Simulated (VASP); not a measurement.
# A VASP study of BaMnO3 (PBEsol + U): structure first, properties next, part 3 of 7

What structure and properties does PBEsol + U give BaMnO3, and how near are they to the measured ones? The start is a computed cell from the Materials Project.

VASP 6.6.1; PBEsol, DFT+U (Mn d 3 eV), spin-polarised from a ferromagnetic start; plane waves and PAW (Ba_sv, Mn_pv, O).

Still holding for the runs below: The magnetic state follows from one typed start and may not be the lowest. The valence top and the conduction bottom belong to opposite spins.

So far, gap on the k-mesh (eV): step 2 (full relaxation (PBEsol + U)) 1.45. The relaxed cell has a = 5.690, c = 4.906 Å (conventional setting).

### 3. Single point with fields (PBEsol + U)

The relaxed cell gets a fresh self-consistent run, on a basis set for its own volume, to fix the density and to check the remaining stress.

INCAR reads:

```
SYSTEM = BaMnO3
PREC = Accurate
ENCUT = 520
EDIFF = 1E-06
NELM = 100
ISMEAR = 0
SIGMA = 0.05
LREAL = .FALSE.
ALGO = Normal
GGA = PS
NBANDS = 61
ISPIN = 2
MAGMOM = 0 0 4 4 0 0 0 0 0 0
LDAU = .TRUE.
LDAUTYPE = 2
LDAUL = -1 2 -1
LDAUU = 0 3 0
LDAUJ = 0 0 0
LDAUPRINT = 1
LASPH = .TRUE.
LMAXMIX = 4
LORBIT = 11
LWAVE = .FALSE.
LCHARG = .TRUE.
ISIF = 2
LELF = .TRUE.
LVHAR = .TRUE.
```

POSCAR reads:

```
BaMnO3
1.0
    5.6901590181      0.0000000000      0.0000000000
   -2.8450795090      4.9278222612      0.0000000000
    0.0000000000      0.0000000000      4.9062123212
Ba Mn O
2 2 6
Direct
    0.6666666700      0.3333333300      0.7585902999
    0.3333333300      0.6666666700      0.2585902899
    0.0000000000      0.0000000000      0.4606617244
    0.0000000000      0.0000000000      0.9606617244
    0.1485262014      0.8514737986      0.7089546786
    0.1485261914      0.2970523927      0.7089546786
    0.7029476073      0.8514737986      0.7089546786
    0.8514737986      0.1485261914      0.2089546786
    0.8514737986      0.7029476073      0.2089546786
    0.2970523927      0.1485262014      0.2089546786
```

KPOINTS reads:

```
Automatic mesh
0
Gamma
5 5 5
0 0 0
```

PAW data sets: Ba_sv, Mn_pv and O (PBE family, release 64).

Launch:

```bash
mpirun -np 8 vasp_std
```

Log:

```text
[banner, memory and clock lines left out]
running    8 mpi-ranks, on    1 nodes
 distrk:  each k-point on    8 cores,    1 groups
 distr:  one band on    1 cores,    8 groups

 POSCAR found type information on POSCAR BaMnO
 POSCAR found :  3 types and      10 ions
 [... a notice as in an earlier step ...]

 [... a notice as in an earlier step ...]

 LDA part: xc-table for (Slater+PW92), standard interpolation
|                                                                             |
|           W    W    AA    RRRRR   N    N  II  N    N   GGGG   !!!           |
|           W    W   A  A   R    R  NN   N  II  NN   N  G    G  !!!           |
|           W    W  A    A  R    R  N N  N  II  N N  N  G       !!!           |
|           W WW W  AAAAAA  RRRRR   N  N N  II  N  N N  G  GGG   !            |
|           WW  WW  A    A  R   R   N   NN  II  N   NN  G    G                |
|           W    W  A    A  R    R  N    N  II  N    N   GGGG   !!!           |
|                                                                             |
|     The number of bands has been changed from the values supplied in        |
|     The orbitals not found in the WAVECAR file will be initialized with     |
|     random numbers, which is usually adequate. For correlated               |
|     calculations, however, you should redo the groundstate calculation.     |
|     I found NBANDS = 61. Now, NBANDS = 64.                                  |
|                                                                             |

 POSCAR, INCAR and KPOINTS ok, starting setup
 FFT: planning ... GRIDC
 FFT: planning ... GRID_SOFT
 FFT: planning ... GRID
 WAVECAR not read
 entering main loop
       N       E                     dE             d eps       ncg     rms          rms(c)
DAV:   1     0.876667420655E+03    0.87667E+03   -0.40896E+04  3856   0.137E+03
DAV:   2    -0.640157503682E+00   -0.87731E+03   -0.81156E+03  3904   0.386E+02
DAV:   3    -0.875501849705E+02   -0.86910E+02   -0.84924E+02  4448   0.134E+02
DAV:   4    -0.907316570209E+02   -0.31815E+01   -0.31589E+01  5120   0.219E+01
DAV:   5    -0.907993363246E+02   -0.67679E-01   -0.67646E-01  4744   0.297E+00    0.465E+01
DAV:   6    -0.824654066201E+02    0.83339E+01   -0.93046E+01  4664   0.732E+01    0.504E+01
DAV:   7    -0.751545401489E+02    0.73109E+01   -0.62688E+01  4360   0.705E+01    0.209E+01
DAV:   8    -0.738945351390E+02    0.12600E+01   -0.57899E+00  4552   0.147E+01    0.893E+00
DAV:   9    -0.736766118141E+02    0.21792E+00   -0.98449E-01  5144   0.101E+01    0.433E+00
DAV:  10    -0.736951082849E+02   -0.18496E-01   -0.40596E-01  4264   0.298E+00    0.201E+00
DAV:  11    -0.736873353332E+02    0.77730E-02   -0.45545E-02  4784   0.124E+00    0.781E-01
DAV:  12    -0.736886100673E+02   -0.12747E-02   -0.47512E-03  4536   0.381E-01    0.340E-01
DAV:  13    -0.736884687105E+02    0.14136E-03   -0.11439E-03  4664   0.338E-01    0.940E-02
DAV:  14    -0.736886209415E+02   -0.15223E-03   -0.42638E-04  4376   0.106E-01    0.450E-02
DAV:  15    -0.736886393548E+02   -0.18413E-04   -0.50943E-05  4336   0.309E-02    0.317E-02
DAV:  16    -0.736886446661E+02   -0.53112E-05   -0.89507E-06  4160   0.277E-02    0.923E-03
DAV:  17    -0.736886460987E+02   -0.14326E-05   -0.35628E-06  3728   0.147E-02    0.682E-03
DAV:  18    -0.736886459318E+02    0.16687E-06   -0.11486E-06  3016   0.639E-03
   1 F= -.73688646E+02 E0= -.73688646E+02  d E =-.119103E-13  mag=     6.0000
```

It took 38 s on 8 MPI ranks of AMD EPYC 9R45, shared host; peak memory 1.3 GiB; 4.9 min of CPU time.

From OUTCAR (step 3):

```text
  LATTYP: Found a hexagonal cell.
 ALAT       =     5.6901590181
 C/A-ratio  =     0.8622276294

 Found     15 irreducible k-points:

   k-points           NKPTS =     15   k-points in BZ     NKDIM =     15   number of bands    NBANDS=     64

   dimension x,y,z NGX =    42 NGY =   42 NGZ =   36
   dimension x,y,z NGXF=    84 NGYF=   84 NGZF=   72

   ENCUT  =  520.0 eV  38.22 Ry    6.18 a.u.  10.58 10.58  9.12*2*pi/ulx,y,z

   NELECT =      82.0000    total number of electrons

atom =   3  type =  2  l = 2

 onsite density matrix

spin component  1

  0.8341 -0.0000 -0.0000  0.1959 -0.0000
 -0.0000  0.6492 -0.0000  0.0000  0.1959
 -0.0000 -0.0000  0.9716 -0.0000 -0.0000
  0.1959  0.0000 -0.0000  0.6492  0.0000
 -0.0000  0.1959 -0.0000  0.0000  0.8341

spin component  2

  0.1732  0.0000 -0.0000 -0.1123 -0.0000
  0.0000  0.2790  0.0000  0.0000 -0.1123
 -0.0000  0.0000  0.1344  0.0000 -0.0000
 -0.1123  0.0000  0.0000  0.2790 -0.0000
 -0.0000 -0.1123 -0.0000 -0.0000  0.1732

 occupancies and eigenvectors

  o =  0.1020  v =  0.0000  0.0000  0.0000  0.0000  0.0000  0.3328 -0.4923 -0.0000  0.2111 -0.7761      0.0000  0.0000  0.0000  0.0000  0.0000  0.0000  0.0000  0.0000  0.0000  0.0000
  o =  0.1020  v =  0.0000  0.0000  0.0000  0.0000  0.0000  0.7761  0.2111  0.0000  0.4923  0.3328      0.0000  0.0000  0.0000  0.0000  0.0000  0.0000  0.0000  0.0000  0.0000  0.0000
  o =  0.1344  v =  0.0000  0.0000  0.0000  0.0000  0.0000  0.0000  0.0000 -1.0000  0.0000  0.0000      0.0000  0.0000  0.0000  0.0000  0.0000  0.0000  0.0000  0.0000  0.0000  0.0000
  o =  0.3502  v =  0.0000  0.0000  0.0000  0.0000  0.0000  0.2108  0.7763  0.0000 -0.3323 -0.4925      0.0000  0.0000  0.0000  0.0000  0.0000  0.0000  0.0000  0.0000  0.0000  0.0000
  o =  0.3502  v =  0.0000  0.0000  0.0000  0.0000  0.0000 -0.4925  0.3323  0.0000  0.7763 -0.2108      0.0000  0.0000  0.0000  0.0000  0.0000  0.0000  0.0000  0.0000  0.0000  0.0000
  o =  0.5250  v = -0.2106 -0.7765  0.0000  0.3323  0.4922  0.0000  0.0000  0.0000  0.0000  0.0000      0.0000  0.0000  0.0000  0.0000  0.0000  0.0000  0.0000  0.0000  0.0000  0.0000
  o =  0.5250  v = -0.4922  0.3323 -0.0000  0.7765 -0.2106  0.0000  0.0000  0.0000  0.0000  0.0000      0.0000  0.0000  0.0000  0.0000  0.0000  0.0000  0.0000  0.0000  0.0000  0.0000
  o =  0.9583  v =  0.3323 -0.4922 -0.0000  0.2106 -0.7765  0.0000  0.0000  0.0000  0.0000  0.0000      0.0000  0.0000  0.0000  0.0000  0.0000  0.0000  0.0000  0.0000  0.0000  0.0000
  o =  0.9583  v =  0.7765  0.2106  0.0000  0.4922  0.3323  0.0000  0.0000  0.0000  0.0000  0.0000      0.0000  0.0000  0.0000  0.0000  0.0000  0.0000  0.0000  0.0000  0.0000  0.0000
  o =  0.9716  v = -0.0000 -0.0000  1.0000 -0.0000 -0.0000  0.0000  0.0000  0.0000  0.0000  0.0000      0.0000  0.0000  0.0000  0.0000  0.0000  0.0000  0.0000  0.0000  0.0000  0.0000

atom =   4  type =  2  l = 2

 onsite density matrix

spin component  1

  0.8341  0.0000 -0.0000 -0.1959 -0.0000
  0.0000  0.6492  0.0000  0.0000 -0.1959
 -0.0000  0.0000  0.9716  0.0000 -0.0000
 -0.1959  0.0000  0.0000  0.6492 -0.0000
 -0.0000 -0.1959 -0.0000 -0.0000  0.8341

spin component  2

  0.1732 -0.0000 -0.0000  0.1123 -0.0000
 -0.0000  0.2790 -0.0000  0.0000  0.1123
 -0.0000 -0.0000  0.1344 -0.0000 -0.0000
  0.1123  0.0000 -0.0000  0.2790  0.0000
 -0.0000  0.1123 -0.0000  0.0000  0.1732

 occupancies and eigenvectors

  o =  0.1020  v =  0.0000  0.0000  0.0000  0.0000  0.0000  0.3317  0.4926 -0.0000 -0.2104 -0.7766      0.0000  0.0000  0.0000  0.0000  0.0000  0.0000  0.0000  0.0000  0.0000  0.0000
  o =  0.1020  v =  0.0000  0.0000  0.0000  0.0000  0.0000  0.7766 -0.2104  0.0000 -0.4926  0.3317      0.0000  0.0000  0.0000  0.0000  0.0000  0.0000  0.0000  0.0000  0.0000  0.0000
  o =  0.1344  v =  0.0000  0.0000  0.0000  0.0000  0.0000  0.0000 -0.0000 -1.0000 -0.0000  0.0000      0.0000  0.0000  0.0000  0.0000  0.0000  0.0000  0.0000  0.0000  0.0000  0.0000
  o =  0.3502  v =  0.0000  0.0000  0.0000  0.0000  0.0000  0.2108 -0.7763  0.0000  0.3323 -0.4924      0.0000  0.0000  0.0000  0.0000  0.0000  0.0000  0.0000  0.0000  0.0000  0.0000
  o =  0.3502  v =  0.0000  0.0000  0.0000  0.0000  0.0000 -0.4924 -0.3323  0.0000 -0.7763 -0.2108      0.0000  0.0000  0.0000  0.0000  0.0000  0.0000  0.0000  0.0000  0.0000  0.0000
  o =  0.5250  v = -0.2106  0.7765  0.0000 -0.3323  0.4922  0.0000  0.0000  0.0000  0.0000  0.0000      0.0000  0.0000  0.0000  0.0000  0.0000  0.0000  0.0000  0.0000  0.0000  0.0000
  o =  0.5250  v = -0.4922 -0.3323 -0.0000 -0.7765 -0.2106  0.0000  0.0000  0.0000  0.0000  0.0000      0.0000  0.0000  0.0000  0.0000  0.0000  0.0000  0.0000  0.0000  0.0000  0.0000
  o =  0.9583  v =  0.3323  0.4922 -0.0000 -0.2107 -0.7765  0.0000  0.0000  0.0000  0.0000  0.0000      0.0000  0.0000  0.0000  0.0000  0.0000  0.0000  0.0000  0.0000  0.0000  0.0000
  o =  0.9583  v =  0.7765 -0.2107  0.0000 -0.4922  0.3323  0.0000  0.0000  0.0000  0.0000  0.0000      0.0000  0.0000  0.0000  0.0000  0.0000  0.0000  0.0000  0.0000  0.0000  0.0000
  o =  0.9716  v = -0.0000  0.0000  1.0000  0.0000 -0.0000  0.0000  0.0000  0.0000  0.0000  0.0000      0.0000  0.0000  0.0000  0.0000  0.0000  0.0000  0.0000  0.0000  0.0000  0.0000

 E-fermi :   3.0495

 spin component 1
 k-point     1 :       0.0000    0.0000    0.0000
  band No.  band energies     occupation
    ...
     40       2.3071      1.00000
     41       2.3071      1.00000
     42       2.6347      1.00000
     43       2.8061      1.00000
     44       2.8061      1.00000
     45       5.1207      0.00000
     46       5.1207      0.00000
     47       6.0401      0.00000
     48       6.0401      0.00000
     49       8.7288      0.00000
    ...

 k-point     2 :       0.2000   -0.0000    0.0000
  band No.  band energies     occupation
    ...
     40       2.0732      1.00000
     41       2.2273      1.00000
     42       2.5433      1.00000
     43       2.5757      1.00000
     44       2.7807      1.00000
     45       5.2034      0.00000
     46       5.2394      0.00000
     47       5.7458      0.00000
     48       6.0236      0.00000
     49       8.9052      0.00000
    ...

 k-point     3 :       0.4000   -0.0000    0.0000
  band No.  band energies     occupation
    ...
     40       2.0537      1.00000
     41       2.1769      1.00000
     42       2.2556      1.00000
     43       2.3233      1.00000
     44       2.7306      1.00000
     45       5.3302      0.00000
     46       5.3484      0.00000
     47       5.4182      0.00000
     48       6.0098      0.00000
     49       8.8707      0.00000
    ...

 k-point     4 :       0.2000    0.2000    0.0000
  band No.  band energies     occupation
    ...
     40       2.0392      1.00000
     41       2.0603      1.00000
     42       2.2923      1.00000
     43       2.4767      1.00000
     44       2.6698      1.00000
     45       5.3076      0.00000
     46       5.3786      0.00000
     47       5.5179      0.00000
     48       5.9122      0.00000
     49       8.8003      0.00000
    ...

  Total        0.0214905      0.0214905     -0.0054432      0.0000000      0.0000000      0.0000000
  in kB        0.2502831      0.2502831     -0.0633925      0.0000000      0.0000000      0.0000000
  external PRESSURE =       0.1457246 kB  Pullay stress =       0.0000000 kB

  energy-cutoff  :      520.00
  volume of cell :      137.57
      direct lattice vectors                 reciprocal lattice vectors
     5.690159018  0.000000000  0.000000000     0.175742013  0.101464698  0.000000000
    -2.845079509  4.927822261  0.000000000     0.000000000  0.202929397  0.000000000
     0.000000000  0.000000000  4.906212321     0.000000000  0.000000000  0.203823221

 POSITION                                       TOTAL-FORCE (eV/Angst)
 -----------------------------------------------------------------------------------
      2.84508      1.64261      3.72181        -0.000000      0.000000      0.000099
     -0.00000      3.28521      1.26870        -0.000000      0.000000      0.000099
      0.00000      0.00000      2.26010        -0.000000      0.000000     -0.007328
      0.00000      0.00000      4.71321        -0.000000      0.000000     -0.007328
     -1.57737      4.19591      3.47828        -0.002444      0.001411      0.002410
     -0.00000      1.46382      3.47828        -0.000000     -0.002822      0.002410
      1.57737      4.19591      3.47828         0.002444      0.001411      0.002410
      4.42245      0.73191      1.02518         0.002444     -0.001411      0.002410
      2.84508      3.46400      1.02518         0.000000      0.002822      0.002410
      1.26771      0.73191      1.02518        -0.002444     -0.001411      0.002410
 -----------------------------------------------------------------------------------
    total drift:                                0.000078      0.000049     -0.000385

  FREE ENERGIE OF THE ION-ELECTRON SYSTEM (eV)
  ---------------------------------------------------
  free  energy   TOTEN  =       -73.6886459318 eV

  energy  without entropy=      -73.6886459318  energy(sigma->0) =      -73.68864593

 total charge
# of ion       s       p       d       tot
------------------------------------------
    1        1.994   5.618   0.252   7.864
    2        1.994   5.618   0.252   7.864
    3        0.372   6.506   4.941  11.820
    4        0.372   6.506   4.941  11.820
    5        1.564   3.417   0.000   4.982
    6        1.564   3.417   0.000   4.982
    7        1.564   3.417   0.000   4.982
    8        1.564   3.417   0.000   4.982
    9        1.564   3.417   0.000   4.982
   10        1.564   3.417   0.000   4.982
--------------------------------------------------
tot         14.120  44.751  10.387  69.258

[... 3 parts as in an earlier step ...]

[... 11 further parts left out ...]
```

With spin, VASP writes an ELF for each channel.

Numbers from this step:

| Property | Result |
| --- | --- |
| SCF cycles | 18 |
| bands | 64 |
| free energy (TOTEN) | -73.6886 eV |
| Fermi energy | 3.050 eV |
| pressure | 0.01457 GPa |

Valence electrons inside each PAW sphere by angular momentum. Sphere charges, by row:

```
atom  s (e)  p (e)  d (e)  tot (e)
 Ba1  1.994  5.618  0.252    7.864
 Ba2  1.994  5.618  0.252    7.864
 Mn3  0.372  6.506  4.941    11.82
 Mn4  0.372  6.506  4.941    11.82
  O5  1.564  3.417      0    4.982
  O6  1.564  3.417      0    4.982
  O7  1.564  3.417      0    4.982
  O8  1.564  3.417      0    4.982
  O9  1.564  3.417      0    4.982
 O10  1.564  3.417      0    4.982
```

Spin density in the ac plane at fractional y = 0.297, with atoms of Ba and O within 0.2 Å of it.

Ten even steps from '_' (-4.60 × 1e-2 e/Å³) to '@' (8.65 × 1e-2 e/Å³), each cell a mean:
```
--------------------------------
----::::------------------------
====__--==----------------------
++@@==@@##==--------------------
====__--==----------------------
----::::------------------------
--------------------------------
----==--------------------------
--------------------------------
==------==++==--------------==++
==------==++==--------------==++
--------------------------------
----==--------------------------
```
Columns run along a (5.7 Å), rows up along c (4.9 Å). Atoms in or near the plane, at fractional coordinates: Ba at (0.67, 0.76), O at (0.15, 0.71).

Electrostatic potential energy in the ac plane at fractional y = 0.297, with atoms of Ba and O within 0.2 Å of it. With pseudopotentials it is smooth inside the atoms' cores, unlike the true potential.

Ten even steps from '0' (-30 eV) to '9' (5 eV), each cell a mean:
```
9999999865556789
9878998753234689
8301798642013689
8000598642013689
8301798754335689
9877999876566899
9999999988778999
9999999999999999
9999999999999999
9999988999999988
9999988999999988
9999999999999999
9999999987778999
```
Columns run along a (5.7 Å; values clipped at the 3rd and 97th percentile), rows up along c (4.9 Å). Atoms in or near the plane, at fractional coordinates: Ba at (0.67, 0.76), O at (0.15, 0.71).

Valence density in the ac plane at fractional y = 0.297, with atoms of Ba and O within 0.2 Å of it. It is the smooth field of the valence electrons, not physical close to the nuclei.

Values in e/Å³, 13 rows by 16 columns, each cell a mean:
```
0.1 0.2 0.2 0.2 0.1 0.1 0.1 0.2 0.4 0.7 0.9 0.8 0.5 0.2 0.1 0.1
0.3 0.6 0.9 0.7 0.3 0.1 0.1 0.3 0.9 1.3 1.3 1.3 1.0 0.5 0.2 0.1
0.7 2.4 4.1 3.1 1.0 0.3 0.2 0.5 1.1 1.2 0.7 1.0 1.2 0.7 0.2 0.2
1.0 4.1 7.0 5.3 1.6 0.3 0.2 0.5 1.1 1.3 0.9 1.1 1.2 0.6 0.2 0.2
0.7 2.5 4.2 3.2 1.0 0.3 0.1 0.3 0.7 1.2 1.3 1.3 0.9 0.4 0.1 0.2
0.3 0.7 1.1 0.8 0.4 0.1 0.1 0.1 0.3 0.6 0.7 0.7 0.4 0.2 0.1 0.1
0.1 0.2 0.2 0.2 0.1 0.1 0.1 0.1 0.1 0.1 0.2 0.2 0.1 0.1 0.1 0.1
0.1 0.1 0.1 0.1 0.1 0.1 0.1 0.1 0.1 0.0 0.0 0.0 0.1 0.1 0.1 0.1
0.3 0.1 0.1 0.1 0.2 0.4 0.4 0.2 0.1 0.0 0.0 0.0 0.1 0.2 0.4 0.4
0.5 0.2 0.1 0.2 0.4 0.8 0.8 0.5 0.2 0.1 0.0 0.0 0.1 0.4 0.8 0.8
0.5 0.2 0.1 0.2 0.4 0.8 0.9 0.5 0.2 0.1 0.0 0.1 0.1 0.4 0.8 0.9
0.3 0.1 0.1 0.1 0.2 0.4 0.4 0.3 0.1 0.1 0.1 0.1 0.1 0.2 0.4 0.4
0.1 0.1 0.1 0.1 0.1 0.2 0.2 0.1 0.1 0.2 0.2 0.2 0.2 0.1 0.2 0.2
```
Columns run along a (5.7 Å), rows up along c (4.9 Å). Atoms in or near the plane, at fractional coordinates: Ba at (0.67, 0.76), O at (0.15, 0.71).

In this run the pressure is 0.01 GPa, small enough to go on.

(Continued in part 4 of 7.)

[Lines on the potential files, build, host, timing and source positions are cut from VASP's logs without a mark.]

[Logs are printed without paths, hosts, clocks, repeated set-up lines and the standing remarks that a program may print on its own settings, such as how far it seeks lower states.]

[Hosts, paths, dates, database ids (printed as entryN), source tags and the programs' standing remarks are cut or masked in the printed files.]

[A measured line is paired with the nearest computed mode of its activity, which favours agreement.]
